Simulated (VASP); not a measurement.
Level of theory: PBEsol GGA, VASP's PBE PAW potentials (set 64) (plane waves; VASP).

VASP input:

File POSCAR:
```
TiB2
1
   -1.5831322930     1.5831322930     2.9736448870
    1.5831322930    -1.5831322930     2.9736448870
    1.5831322930     1.5831322930    -2.9736448870
Ti B
1 2
Direct
  0.0000000000   0.0000000000   0.0000000000
  0.3673889899   0.3673889899   0.0000000000
  0.6326110101   0.6326110101   0.0000000000
```

### KPOINTS
```
Regular mesh
0
gamma
  12 12 12
0 0 0
```

**INCAR**
```
! general
SYSTEM  = TiB2
PREC    = Accurate
ENCUT   = 520
LREAL   = F
LASPH   = T

! electronic loop
EDIFF   = 1E-6   ! SCF stop (eV)
NELM    = 100   ! most electronic steps
ALGO    = Normal   ! blocked Davidson
LMAXMIX = 4   ! l cut-off of mixed one-centre charges

! smearing
ISMEAR  = 1
SIGMA   = 0.1   ! width (eV)

! functional
GGA     = PS   ! PBEsol

! ions
IBRION  = 2
NSW     = 60   ! most ionic steps
ISIF    = 3
EDIFFG  = -0.02

! output
LWAVE   = F
LCHARG  = F
```

POTCAR, in this order: Ti_sv B (PBE.64 set). Program: vasp_std.

What VASP printed:

### OSZICAR
```
       N       E                     dE             d eps       ncg     rms          rms(c)
DAV:   1     0.125578080650E+03    0.12558E+03   -0.92649E+03  4238   0.153E+03
DAV:   2    -0.164179725113E+02   -0.14200E+03   -0.13826E+03  4363   0.381E+02
DAV:   3    -0.267695750157E+02   -0.10352E+02   -0.98888E+01  6589   0.927E+01
DAV:   4    -0.270606123344E+02   -0.29104E+00   -0.29059E+00  5190   0.152E+01
DAV:   5    -0.270707529840E+02   -0.10141E-01   -0.10140E-01  6500   0.250E+00    0.162E+01
DAV:   6    -0.221757105201E+02    0.48950E+01   -0.30895E+01  5596   0.603E+01    0.493E+00
DAV:   7    -0.220742332743E+02    0.10148E+00   -0.39175E+00  5411   0.220E+01    0.369E+00
DAV:   8    -0.220686745711E+02    0.55587E-02   -0.67998E-01  5585   0.778E+00    0.143E+00
DAV:   9    -0.220475242341E+02    0.21150E-01   -0.32039E-01  5475   0.634E+00    0.577E-01
DAV:  10    -0.220440525769E+02    0.34717E-02   -0.17049E-02  5445   0.150E+00    0.105E-01
DAV:  11    -0.220440682079E+02   -0.15631E-04   -0.35757E-03  6416   0.603E-01    0.974E-02
DAV:  12    -0.220440042512E+02    0.63957E-04   -0.75710E-04  5688   0.308E-01    0.286E-02
DAV:  13    -0.220440004586E+02    0.37925E-05   -0.78673E-05  5309   0.981E-02    0.903E-03
DAV:  14    -0.220440000646E+02    0.39406E-06   -0.26553E-06  4550   0.197E-02
   1 F= -.22044000E+02 E0= -.22043989E+02  d E =-.220440E+02
       N       E                     dE             d eps       ncg     rms          rms(c)
DAV:   1    -0.220502791443E+02   -0.62787E-02   -0.17597E-01  4578   0.616E+00    0.612E-01
DAV:   2    -0.220460462262E+02    0.42329E-02   -0.45998E-02  5463   0.257E+00    0.257E-01
DAV:   3    -0.220445769328E+02    0.14693E-02   -0.73575E-03  5507   0.921E-01    0.115E-01
DAV:   4    -0.220443558498E+02    0.22108E-03   -0.11762E-03  6723   0.332E-01    0.417E-02
DAV:   5    -0.220443858370E+02   -0.29987E-04   -0.13778E-04  4743   0.128E-01    0.101E-02
DAV:   6    -0.220443844691E+02    0.13679E-05   -0.27917E-05  6634   0.444E-02    0.917E-03
DAV:   7    -0.220443839636E+02    0.50544E-06   -0.57058E-06  4668   0.282E-02
   2 F= -.22044384E+02 E0= -.22044341E+02  d E =-.383899E-03
       N       E                     dE             d eps       ncg     rms          rms(c)
DAV:   1    -0.220451996819E+02   -0.81521E-03   -0.20388E-02  4558   0.209E+00    0.207E-01
DAV:   2    -0.220447076004E+02    0.49208E-03   -0.52116E-03  5441   0.871E-01    0.877E-02
DAV:   3    -0.220445392719E+02    0.16833E-03   -0.85809E-04  5438   0.313E-01    0.396E-02
DAV:   4    -0.220445137013E+02    0.25571E-04   -0.13762E-04  6723   0.116E-01    0.144E-02
DAV:   5    -0.220445178840E+02   -0.41827E-05   -0.14777E-05  4753   0.427E-02    0.306E-03
DAV:   6    -0.220445180894E+02   -0.20537E-06   -0.30570E-06  4875   0.147E-02
   3 F= -.22044518E+02 E0= -.22044487E+02  d E =-.518025E-03
       N       E                     dE             d eps       ncg     rms          rms(c)
DAV:   1    -0.220448063569E+02   -0.28847E-03   -0.15829E-02  4243   0.134E+00    0.146E-01
DAV:   2    -0.220445508951E+02    0.25546E-03   -0.28875E-03  5560   0.671E-01    0.624E-02
DAV:   3    -0.220444721082E+02    0.78787E-04   -0.45133E-04  5329   0.227E-01    0.195E-02
DAV:   4    -0.220444676278E+02    0.44803E-05   -0.50236E-05  6069   0.608E-02    0.868E-03
DAV:   5    -0.220444703976E+02   -0.27698E-05   -0.49752E-06  5026   0.231E-02    0.260E-03
DAV:   6    -0.220444713601E+02   -0.96246E-06   -0.26890E-06  4482   0.770E-03
   4 F= -.22044471E+02 E0= -.22044417E+02  d E =0.467293E-04
       N       E                     dE             d eps       ncg     rms          rms(c)
DAV:   1    -0.220446806986E+02   -0.21030E-03   -0.54672E-03  4243   0.785E-01    0.868E-02
DAV:   2    -0.220445918843E+02    0.88814E-04   -0.10217E-03  5592   0.397E-01    0.373E-02
DAV:   3    -0.220445636267E+02    0.28258E-04   -0.16130E-04  5342   0.136E-01    0.114E-02
DAV:   4    -0.220445616821E+02    0.19446E-05   -0.17472E-05  6094   0.354E-02    0.523E-03
DAV:   5    -0.220445621196E+02   -0.43748E-06   -0.17290E-06  4260   0.134E-02
   5 F= -.22044562E+02 E0= -.22044521E+02  d E =-.440302E-04
```

### OUTCAR
```
------------------------ aborting loop because EDIFF is reached ----------------------------------------
  FORCE on cell =-STRESS in cart. coord.  units (eV):
  Direction    XX          YY          ZZ          XY          YZ          ZX
  --------------------------------------------------------------------------------------
  Total        0.0047271      0.0047271      0.0032560      0.0000000     -0.0000000      0.0000000
  in kB        0.2535481      0.2535481      0.1746402      0.0000000     -0.0000000      0.0000000
  external PRESSURE =       0.2272455 kB  Pullay stress =       0.0000000 kB
  volume of cell :       29.87
      direct lattice vectors                 reciprocal lattice vectors
    -1.582355707  1.582355707  2.982486748     0.000000000  0.315984578  0.167645338
     1.582355707 -1.582355707  2.982486748     0.315984578  0.000000000  0.167645338
     1.582355707  1.582355707 -2.982486748     0.315984578  0.315984578  0.000000000
 POSITION                                       TOTAL-FORCE (eV/Angst)
 -----------------------------------------------------------------------------------
      0.00000      0.00000      0.00000         0.000000      0.000000      0.000000
      0.00000      0.00000      2.19401        -0.000000     -0.000000     -0.000960
      0.00000      0.00000      3.77096         0.000000      0.000000      0.000960
 -----------------------------------------------------------------------------------
    total drift:                               -0.000000     -0.000000     -0.000000
  FREE ENERGIE OF THE ION-ELECTRON SYSTEM (eV)
  ---------------------------------------------------
  free  energy   TOTEN  =       -22.0445621196 eV

  energy  without entropy=      -22.0444396441  energy(sigma->0) =      -22.04452129

 reached required accuracy - stopping structural energy minimisation
```
(Selected blocks of OUTCAR.)

File CONTCAR:
```
TiB2
   1.00000000000000
    -1.5823557073205234    1.5823557073205234    2.9824867480611106
     1.5823557073205234   -1.5823557073205234    2.9824867480611106
     1.5823557073205234    1.5823557073205234   -2.9824867480611106
  Ti              B
     1     2
Direct
     0.0000000000000000    0.0000000000000000    0.0000000000000000
     0.3678163362383954    0.3678163362383954    0.0000000000000000
     0.6321836637616044    0.6321836637616044    0.0000000000000000
```

**OUTCAR**
```
 val. band max:        7.4387605640   @ k =  -0.4167   0.5000   0.4167

 cond. band min:       7.4518860245   @ k =   0.1667   0.1667   0.0833


 Fermi energy:         7.4395246365

 k-point     1 :       0.0000    0.0000    0.0000
  band No.  band energies     occupation
      1     -48.7452      2.00000
      2     -25.1260      2.00000
      3     -25.0261      2.00000
      4     -25.0261      2.00000
      5      -3.9728      2.00000
      6       3.1794      2.00000
      7       6.9218      2.00000
      8       6.9218      2.00000
      9       7.2978      2.06228
     10       9.4424      0.00000
     11       9.7612      0.00000
     12       9.7612      0.00000
     13       9.9452      0.00000

 k-point     2 :       0.0833    0.0000   -0.0000
  band No.  band energies     occupation
      1     -48.7438      2.00000
      2     -25.1281      2.00000
      3     -25.0401      2.00000
      4     -25.0252      2.00000
      5      -3.8513      2.00000
      6       3.1844      2.00000
      7       6.5806      2.00000
      8       6.9778      2.00000
      9       7.1897      2.00233
     10       8.5332     -0.00000
     11       9.5346      0.00000
     12      10.2465      0.00000
     13      10.8063      0.00000

 k-point     3 :       0.1667    0.0000   -0.0000
  band No.  band energies     occupation
      1     -48.7400      2.00000
      2     -25.1349      2.00000
      3     -25.0771      2.00000
      4     -25.0226      2.00000
      5      -3.4950      2.00000
      6       3.1526      2.00000
      7       5.8237      2.00000
      8       6.8663      2.00000
      9       6.9391      2.00000
     10       7.9092     -0.00000
     11       9.3293     -0.00000
     12      10.8670      0.00000
     13      12.0073      0.00000

 k-point     4 :       0.2500    0.0000   -0.0000
  band No.  band energies     occupation
      1     -48.7349      2.00000
      2     -25.1521      2.00000
      3     -25.1192      2.00000
...
```

The structure was generated: TiB2 was put into the MoSi2 type (I4/mmm), which need not be its known phase. This run relaxes it. Symmetry was kept, so distortions that lower it aren't found. The start is the result of an earlier pass.
